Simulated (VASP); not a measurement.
Input:

```
CELL_PARAMETERS angstrom
      0.00000     2.78313     2.78313
      2.78313     0.00000     2.78313
     11.29110    11.29110    -0.15858
ATOMIC_POSITIONS crystal
  Cd 0.02701 0.02701 0.97975
  Cd 0.00361 0.00361 0.24729
  Cd 0.98098 0.98098 0.51427
  S  0.25600 0.25600 0.05800
  S  0.23331 0.23331 0.32502
  S  0.21300 0.21300 0.59025
  S  0.28146 0.28146 0.78890
  Be 0.00464 0.00464 0.74652
```

The numbers are results of PBEsol GGA, VASP's PBE PAW potentials (set 64) (plane waves; VASP 6.6.1), not measurements. Run with 400 eV cut-off, 8×8×2 Γ-centred mesh, tetrahedra with Blöchl corrections, potentials Cd S Be.

The cores are frozen, which limits the accuracy of field gradients.

Problem. Give the principal components of the electric field gradient (V/Å²) and the asymmetry η at each nucleus.

Solution. 
| atom | Vxx | Vyy | Vzz | η |
|---|---|---|---|---|
| Cd1 | 13.2 | 13.1 | -26.3 | 0.00 |
| Cd2 | 9.4 | 9.4 | -18.8 | 0.00 |
| Cd3 | 6.0 | 6.0 | -11.9 | 0.00 |
| S4 | -17.7 | -17.7 | 35.4 | 0.00 |
| S5 | -17.2 | -17.2 | 34.4 | 0.00 |
| S6 | -2.8 | -2.8 | 5.6 | 0.00 |
| S7 | 8.0 | 8.0 | -16.0 | 0.00 |
| Be8 | 1.5 | 1.5 | -2.9 | 0.00 |

The structure was generated: BeCd3S4 was put into an ordered model structure (R3m), which need not be its known phase. It was relaxed first.
